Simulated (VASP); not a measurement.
# Pb (Lead): cell size and functional, part 2 of 2

Aim: relax Pb (Lead) at several levels of theory and compare the cells. The starting structure is a measured crystal structure from the Crystallography Open Database.

VASP 6.6.1.

Results so far: PBEsol 29.82 Å³ an atom; LDA 28.96 Å³ an atom; PBE 31.88 Å³ an atom; PBEsol + D3(BJ) 28.38 Å³ an atom.

## Step 6: Relaxation with r2SCAN

Level of this step: r2SCAN; plane waves and PAW (Pb_d) (VASP).

r2SCAN adds the kinetic-energy density, costs more than a GGA and is run with LASPH.

Contents of INCAR:

```
SYSTEM = Pb
PREC = Accurate
ENCUT = 450
EDIFF = 1E-06
NELM = 100
ISMEAR = 1
SIGMA = 0.1
LREAL = .FALSE.
ALGO = Normal
METAGGA = R2SCAN
LASPH = .TRUE.
NBANDS = 13
LORBIT = 11
LWAVE = .FALSE.
LCHARG = .FALSE.
KPAR = 2
IBRION = 2
NSW = 50
ISIF = 3
EDIFFG = -0.01
```

Contents of POSCAR:

```
Pb
1.0
    0.0000000000      2.4752500000      2.4752500000
    2.4752500000      0.0000000000      2.4752500000
    2.4752500000      2.4752500000      0.0000000000
Pb
1
Direct
    0.0000000000      0.0000000000      0.0000000000
```

Contents of KPOINTS:

```
Automatic mesh
0
Gamma
10 10 10
0 0 0
```

PAW data sets: Pb_d (PBE family, release 64).

The run is started by

```sh
mpirun -np 2 vasp_std
```

Log:

```text
[banner, memory and clock lines left out]
running    2 mpi-ranks, on    1 nodes
[...]
[... a notice as in an earlier step ...]

 LDA part: xc-table for (None), standard interpolation
 POSCAR, INCAR and KPOINTS ok, starting setup
[...]
entering main loop
       N       E                     dE             d eps       ncg     rms          rms(c)
DAV:   1     0.456369154977E+02    0.45637E+02   -0.67786E+03  1255   0.117E+03
DAV:   2    -0.548248186594E+02   -0.10046E+03   -0.96833E+02  1302   0.292E+02
DAV:   3    -0.596233200480E+02   -0.47985E+01   -0.47871E+01  1551   0.702E+01
DAV:   4    -0.597343712935E+02   -0.11105E+00   -0.11103E+00  1531   0.114E+01
[...]
DAV:  10    -0.562753930918E+02    0.20572E-03   -0.76030E-04  1557   0.517E-01    0.886E-03
DAV:  11    -0.562753952592E+02   -0.21673E-05   -0.21952E-05  1440   0.414E-02    0.732E-03
DAV:  12    -0.562753945532E+02    0.70598E-06   -0.95094E-06  1612   0.580E-02
   1 F= -.56275395E+02 E0= -.56275039E+02  d E =-.562754E+02
[...]
DAV:   6    -0.562771737615E+02   -0.89180E-05   -0.32148E-05  1510   0.695E-02    0.362E-03
DAV:   7    -0.562771754800E+02   -0.17185E-05   -0.18723E-06  1507   0.209E-02    0.915E-04
DAV:   8    -0.562771751257E+02    0.35430E-06   -0.13137E-07   861   0.279E-03
   2 F= -.56277175E+02 E0= -.56276691E+02  d E =-.178057E-02
 trial-energy change:   -0.001781  1 .order   -0.001788   -0.004707    0.001130
 step:   0.8064(harm=  0.8064)  dis= 0.00000  next Energy=   -56.277292 (dE=-0.190E-02)
[...]
N       E                     dE             d eps       ncg     rms          rms(c)
DAV:   1    -0.562813205461E+02   -0.41451E-02   -0.11222E-01  1602   0.678E+00    0.334E-01
DAV:   2    -0.562777452203E+02    0.35753E-02   -0.60881E-03  1507   0.162E+00    0.123E-01
DAV:   3    -0.562772625352E+02    0.48269E-03   -0.19904E-03  1751   0.848E-01    0.949E-03
DAV:   4    -0.562772748238E+02   -0.12289E-04   -0.36502E-05  1352   0.545E-02    0.658E-03
DAV:   5    -0.562772833146E+02   -0.84908E-05   -0.20392E-05  1492   0.445E-02    0.356E-03
DAV:   6    -0.562772828698E+02    0.44477E-06   -0.15863E-06  1429   0.186E-02
   3 F= -.56277283E+02 E0= -.56276827E+02  d E =-.188832E-02
[...]
reached required accuracy - stopping structural energy minimisation
```

Elapsed: 37 s, on 2 MPI ranks of Intel Xeon Platinum 8488C (Sapphire Rapids), shared host; peak memory 0.27 GiB.

OUTCAR, selected parts (step 6):

```text
  Total       -0.0038336     -0.0038336     -0.0038336     -0.0000000      0.0000000      0.0000000
  in kB       -0.1982994     -0.1982994     -0.1982994     -0.0000000      0.0000000      0.0000000
  external PRESSURE =      -0.1982994 kB  Pullay stress =       0.0000000 kB

 POSITION                                       TOTAL-FORCE (eV/Angst)
 -----------------------------------------------------------------------------------
      0.00000      0.00000      0.00000         0.000000      0.000000      0.000000
 -----------------------------------------------------------------------------------
    total drift:                                0.000000      0.000000      0.000000

  FREE ENERGIE OF THE ION-ELECTRON SYSTEM (eV)
  ---------------------------------------------------
  free  energy   TOTEN  =       -56.2772828698 eV

  energy  without entropy=      -56.2759158493  energy(sigma->0) =      -56.27682720

[... 2 parts as in an earlier step ...]

[... 2 further parts left out ...]
[key lines of the parts left out:]
E-fermi :   7.0477
```

With r2SCAN the relaxed cell holds 30.974 Å³ an atom, +2.12 % against the measured cell, with a = 4.985 Å. That is +3.88 % from PBEsol.

## Step 7: Relaxation with r2SCAN + rVV10

rVV10 adds a nonlocal correlation energy for dispersion.

INCAR, as its differences from that of step 6:

```diff
@@ -10,2 +10,6 @@
 METAGGA = R2SCAN
+LUSE_VDW = .TRUE.
+IVDW_NL = 2
+BPARAM = 11.95
+CPARAM = 0.0093
 LASPH = .TRUE.
```

POSCAR is that of step 6.

KPOINTS is that of step 6.

The run is started by

```sh
mpirun -np 2 vasp_std
```

Log:

```text
[banner, memory and clock lines left out]
running    2 mpi-ranks, on    1 nodes
[...]
|                                                                             |
|               ----> ADVICE to this user running VASP <----                  |
|                                                                             |
|     You have switched on vdW-DFT.                                           |
|     This routine was written and supplied by Jiri Klimes. We recommend      |
|     that you carefully read and cite the following publications:            |
|       J. Klimes, D.R. Bowler, A. Michelides                                 |
|          J. Phys.: Cond Matt. 22 022201 (2010)                              |
|       J. Klimes, D.R. Bowler, A. Michelides                                 |
|          Phys. Rev. B. 83, 195131 (2011)                                    |
|     and references therein.                                                 |
|                                                                             |

[...]
Total rVV10 correction in eV:      0.3605359    15.3847002
DAV:  11    -0.559146655757E+02   -0.74459E-06   -0.19944E-05  1412   0.435E-02    0.755E-03
Total rVV10 correction in eV:      0.3605500    15.3847002
Total rVV10 correction in eV:      0.3605500    15.3847002
DAV:  12    -0.559146649898E+02    0.58592E-06   -0.10977E-05  1582   0.629E-02    0.187E-03
Total rVV10 correction in eV:      0.3605470    15.3847002
Total rVV10 correction in eV:      0.3605470    15.3847002
DAV:  13    -0.559146648606E+02    0.12919E-06   -0.27017E-07   896   0.859E-03
Total rVV10 correction in eV:      0.3605418    15.3847002
Total rVV10 correction in eV:      0.3605418    15.3847002
Total rVV10 correction in eV:      0.3605453    15.3847002
Total rVV10 correction in eV:      0.3605453    15.3847002
   1 F= -.55914665E+02 E0= -.55914315E+02  d E =-.559147E+02
[... from here on, the cycles between the ionic steps are left out ...]
   2 F= -.55914673E+02 E0= -.55914321E+02  d E =-.835500E-05
   3 F= -.55914567E+02 E0= -.55914202E+02  d E =0.975495E-04
   4 F= -.55914665E+02 E0= -.55914310E+02  d E =-.213904E-06
   5 F= -.55914671E+02 E0= -.55914317E+02  d E =-.578956E-05
   6 F= -.55914672E+02 E0= -.55914319E+02  d E =-.748941E-05
[...]
reached required accuracy - stopping structural energy minimisation
```

It took 1.8 min on 2 MPI ranks; peak memory 0.41 GiB.

OUTCAR, selected parts (step 7):

```text
  Total       -0.0066818     -0.0066818     -0.0066818      0.0000000     -0.0000000     -0.0000000
  in kB       -0.3523001     -0.3523001     -0.3523001      0.0000000     -0.0000000     -0.0000000
  external PRESSURE =      -0.3523001 kB  Pullay stress =       0.0000000 kB

 POSITION                                       TOTAL-FORCE (eV/Angst)
 -----------------------------------------------------------------------------------
      0.00000      0.00000      0.00000         0.000000      0.000000      0.000000
 -----------------------------------------------------------------------------------
    total drift:                                0.000000     -0.000000     -0.000000

  FREE ENERGIE OF THE ION-ELECTRON SYSTEM (eV)
  ---------------------------------------------------
  free  energy   TOTEN  =       -55.9146723500 eV

  energy  without entropy=      -55.9136135665  energy(sigma->0) =      -55.91431942

[... 2 parts as in an earlier step ...]

[... 2 further parts left out ...]
[key lines of the parts left out:]
E-fermi :   7.2370
```

With r2SCAN + rVV10 the relaxed cell holds 30.387 Å³ an atom, +0.19 % against the measured cell, with a = 4.954 Å. That is +1.91 % from PBEsol.

## Step 8: Relaxation with rev-vdW-DF2

rev-vdW-DF2 revises the exchange of vdW-DF2 for solids.

INCAR, as its differences from that of step 7:

```diff
@@ -9,7 +9,8 @@
 ALGO = Normal
-METAGGA = R2SCAN
+GGA = MK
+AGGAC = 0
 LUSE_VDW = .TRUE.
-IVDW_NL = 2
-BPARAM = 11.95
-CPARAM = 0.0093
+PARAM1 = 0.1234
+PARAM2 = 0.711357
+ZAB_VDW = -1.8867
 LASPH = .TRUE.
```

POSCAR is that of step 7.

KPOINTS is that of step 7.

The run is started by

```sh
mpirun -np 2 vasp_std
```

Log:

```text
[banner, memory and clock lines left out]
running    2 mpi-ranks, on    1 nodes
[...]
[... a notice as in an earlier step ...]

 [... a notice as in an earlier step ...]

 LDA part: xc-table for (Slater+PW92), standard interpolation
 POSCAR, INCAR and KPOINTS ok, starting setup
[...]
entering main loop
       N       E                     dE             d eps       ncg     rms          rms(c)
DAV:   1     0.101321417131E+03    0.10132E+03   -0.66415E+03  1255   0.114E+03
DAV:   2     0.401836217603E+01   -0.97303E+02   -0.93913E+02  1292   0.286E+02
DAV:   3    -0.647608800177E+00   -0.46660E+01   -0.46538E+01  1551   0.686E+01
DAV:   4    -0.752902460748E+00   -0.10529E+00   -0.10528E+00  1503   0.110E+01
[...]
DAV:   8    -0.744886906227E+00    0.14197E-03   -0.35669E-04  1760   0.313E-01    0.950E-03
DAV:   9    -0.744885272153E+00    0.16341E-05   -0.87662E-06  1620   0.531E-02    0.444E-03
DAV:  10    -0.744885200171E+00    0.71982E-07   -0.10408E-06  1407   0.109E-02
[...]
DAV:   5    -0.746386575237E+00   -0.28436E-04   -0.26989E-04  1407   0.136E-01    0.141E-02
DAV:   6    -0.746377273476E+00    0.93018E-05   -0.25095E-05  1532   0.811E-02    0.230E-03
DAV:   7    -0.746377646939E+00   -0.37346E-06   -0.15220E-06  1497   0.152E-02
   2 F= -.74637765E+00 E0= -.74585138E+00  d E =-.149245E-02
 trial-energy change:   -0.001492  1 .order   -0.001492   -0.003537    0.000553
 step:   0.8649(harm=  0.8649)  dis= 0.00000  next Energy=    -0.746415 (dE=-0.153E-02)
[...]
N       E                     dE             d eps       ncg     rms          rms(c)
DAV:   1    -0.747982119446E+00   -0.16048E-02   -0.41919E-02  1547   0.407E+00    0.206E-01
DAV:   2    -0.746599202040E+00    0.13829E-02   -0.24772E-03  1472   0.100E+00    0.722E-02
DAV:   3    -0.746406789411E+00    0.19241E-03   -0.70232E-04  1709   0.503E-01    0.601E-03
DAV:   4    -0.746408285223E+00   -0.14958E-05   -0.12185E-05  1472   0.353E-02    0.336E-03
DAV:   5    -0.746410703976E+00   -0.24188E-05   -0.45680E-06  1407   0.170E-02    0.180E-03
DAV:   6    -0.746410376622E+00    0.32735E-06   -0.29319E-07   841   0.928E-03
   3 F= -.74641038E+00 E0= -.74587800E+00  d E =-.152518E-02
[...]
reached required accuracy - stopping structural energy minimisation
```

Run time: 43 s. Hardware: 2 MPI ranks; peak memory 0.52 GiB.

OUTCAR, selected parts (step 8):

```text
  Total        0.0003531      0.0003531      0.0003531     -0.0000000     -0.0000000     -0.0000000
  in kB        0.0182913      0.0182913      0.0182913     -0.0000000     -0.0000000     -0.0000000
  external PRESSURE =       0.0182913 kB  Pullay stress =       0.0000000 kB

  FREE ENERGIE OF THE ION-ELECTRON SYSTEM (eV)
  ---------------------------------------------------
  free  energy   TOTEN  =        -0.7464103766 eV

  energy  without entropy=       -0.7448132441  energy(sigma->0) =       -0.74587800

[... 3 parts as in an earlier step ...]

[... 2 further parts left out ...]
[key lines of the parts left out:]
E-fermi :   6.9866
```

With rev-vdW-DF2 the relaxed cell holds 30.928 Å³ an atom, +1.97 % against the measured cell, with a = 4.983 Å. That is +3.73 % from PBEsol.

## Step 9: Relaxation with AM05

AM05 is built from the electron gas and the surface model, and does well on lattice constants.

INCAR, as its differences from that of step 8:

```diff
@@ -9,9 +9,3 @@
 ALGO = Normal
-GGA = MK
-AGGAC = 0
-LUSE_VDW = .TRUE.
-PARAM1 = 0.1234
-PARAM2 = 0.711357
-ZAB_VDW = -1.8867
-LASPH = .TRUE.
+GGA = AM
 NBANDS = 13
```

POSCAR is that of step 8.

KPOINTS is that of step 8.

The run is started by

```sh
mpirun -np 2 vasp_std
```

Log:

```text
[... set-up lines as in an earlier step ...]
 entering main loop
       N       E                     dE             d eps       ncg     rms          rms(c)
DAV:   1     0.976051982894E+02    0.97605E+02   -0.66507E+03  1263   0.114E+03
DAV:   2     0.104522870667E+01   -0.96560E+02   -0.93198E+02  1292   0.286E+02
DAV:   3    -0.359571541469E+01   -0.46409E+01   -0.46290E+01  1531   0.685E+01
DAV:   4    -0.369929959118E+01   -0.10358E+00   -0.10356E+00  1498   0.109E+01
DAV:   5    -0.370393790278E+01   -0.46383E-02   -0.46381E-02  1755   0.216E+00    0.518E-01
DAV:   6    -0.369452658637E+01    0.94113E-02   -0.12672E-02  1552   0.196E+00    0.262E-01
DAV:   7    -0.369217693004E+01    0.23497E-02   -0.57184E-03  1612   0.121E+00    0.890E-02
DAV:   8    -0.369208545838E+01    0.91472E-04   -0.42550E-04  1739   0.342E-01    0.943E-03
DAV:   9    -0.369208553881E+01   -0.80428E-07   -0.78629E-06  1678   0.486E-02
   1 F= -.36920855E+01 E0= -.36916287E+01  d E =-.369209E+01
[...]
N       E                     dE             d eps       ncg     rms          rms(c)
[...]
DAV:   4    -0.369254036139E+01   -0.76466E-05   -0.23810E-04  1407   0.155E-01    0.153E-02
DAV:   5    -0.369256035714E+01   -0.19996E-04   -0.91477E-05  1492   0.728E-02    0.769E-03
DAV:   6    -0.369255833859E+01    0.20185E-05   -0.47032E-06  1557   0.338E-02    0.118E-03
DAV:   7    -0.369255818655E+01    0.15204E-06   -0.33380E-07   937   0.533E-03
   2 F= -.36925582E+01 E0= -.36921807E+01  d E =-.472648E-03
 trial-energy change:   -0.000473  1 .order   -0.000489   -0.001329    0.000351
 step:   0.7811(harm=  0.7911)  dis= 0.00000  next Energy=    -3.692597 (dE=-0.511E-03)
[...]
N       E                     dE             d eps       ncg     rms          rms(c)
DAV:   1    -0.369415843078E+01   -0.16001E-02   -0.42355E-02  1542   0.415E+00    0.206E-01
DAV:   2    -0.369278623304E+01    0.13722E-02   -0.24579E-03  1472   0.100E+00    0.727E-02
DAV:   3    -0.369259049965E+01    0.19573E-03   -0.70781E-04  1722   0.509E-01    0.592E-03
DAV:   4    -0.369259042382E+01    0.75838E-07   -0.11646E-05  1407   0.347E-02    0.338E-03
DAV:   5    -0.369259075012E+01   -0.32630E-06   -0.45288E-06  1472   0.166E-02
   3 F= -.36925908E+01 E0= -.36921972E+01  d E =-.505211E-03
[...]
reached required accuracy - stopping structural energy minimisation
```

Elapsed: 10 s, on 2 MPI ranks; peak memory 0.28 GiB; 15 s of CPU time.

From OUTCAR (step 9):

```text
  Total       -0.0020393     -0.0020393     -0.0020393      0.0000000      0.0000000     -0.0000000
  in kB       -0.1088989     -0.1088989     -0.1088989      0.0000000      0.0000000     -0.0000000
  external PRESSURE =      -0.1088989 kB  Pullay stress =       0.0000000 kB

 POSITION                                       TOTAL-FORCE (eV/Angst)
 -----------------------------------------------------------------------------------
      0.00000      0.00000      0.00000         0.000000      0.000000     -0.000000
 -----------------------------------------------------------------------------------
    total drift:                                0.000000     -0.000000     -0.000000

  FREE ENERGIE OF THE ION-ELECTRON SYSTEM (eV)
  ---------------------------------------------------
  free  energy   TOTEN  =        -3.6925907501 eV

  energy  without entropy=       -3.6914100059  energy(sigma->0) =       -3.69219717

[... 2 parts as in an earlier step ...]

[... 2 further parts left out ...]
[key lines of the parts left out:]
E-fermi :   7.3366
```

With AM05 the relaxed cell holds 30.004 Å³ an atom, -1.08 % against the measured cell, with a = 4.933 Å. That is +0.63 % from PBEsol.

## Step 10: The runs compared

| level | volume (Å³/atom) | against the measured cell (%) | a (Å) | pressure left (GPa) | core minutes |
| --- | --- | --- | --- | --- | --- |
| PBEsol | 29.817 | -1.7 | 4.9224 | 0.0 | 0.273 |
| LDA | 28.958 | -4.53 | 4.8746 | 0.02 | 0.547 |
| PBE | 31.877 | 5.1 | 5.0332 | 0.02 | 0.653 |
| PBEsol + D3(BJ) | 28.38 | -6.43 | 4.842 | 0.03 | 0.547 |
| r2SCAN | 30.974 | 2.12 | 4.9852 | -0.02 | 1.23 |
| r2SCAN + rVV10 | 30.387 | 0.19 | 4.9536 | -0.04 | 3.5 |
| rev-vdW-DF2 | 30.928 | 1.97 | 4.9828 | 0.0 | 1.43 |
| AM05 | 30.004 | -1.08 | 4.9326 | -0.01 | 0.333 |

Core minutes are wall time times ranks, summed over the relaxations behind a row (those for a bulk modulus apart), on shared hosts.

## Step 11: Outcome

```json
{
  "volume, PBEsol": "29.82 Å³/atom",
  "volume, LDA": "28.96 Å³/atom",
  "volume, PBE": "31.88 Å³/atom",
  "volume, PBEsol + D3(BJ)": "28.38 Å³/atom",
  "volume, r2SCAN": "30.97 Å³/atom",
  "volume, r2SCAN + rVV10": "30.39 Å³/atom",
  "volume, rev-vdW-DF2": "30.93 Å³/atom",
  "volume, AM05": "30.00 Å³/atom"
}
```

**Reading.** Across 8 levels the volume of Pb (Lead) spans 12.3 %, from 28.38 Å³ an atom (PBEsol + D3(BJ)) to 31.88 Å³ (PBE). Against the measured volume of the starting structure, r2SCAN + rVV10 comes nearest (+0.2 %) and PBEsol + D3(BJ) lies farthest (-6.4 %). The measured cell holds zero-point expansion and, unless it was taken cold, thermal expansion, which the runs lack, so small differences decide nothing. Adding D3(BJ) to PBEsol changes the volume by -4.8 %. Adding rVV10 to r2SCAN changes the volume by -1.9 %. LASPH is on in some of these runs and off in others, which adds a little to the differences. Spin-orbit coupling is left out of all runs, which can matter with elements this heavy. All runs keep the symmetry of the start, so they can't find a distortion of lower symmetry. Further runs on this material are not shown.

[Lines on the potential files, build, host, timing and source positions are cut from VASP's logs without a mark.]

[Logs are printed without paths, hosts, clocks, repeated set-up lines and the standing remarks that a program may print on its own settings, such as how far it seeks lower states.]

[Hosts, paths, dates, database ids (printed as entryN), source tags and the programs' standing remarks are cut or masked in the printed files.]
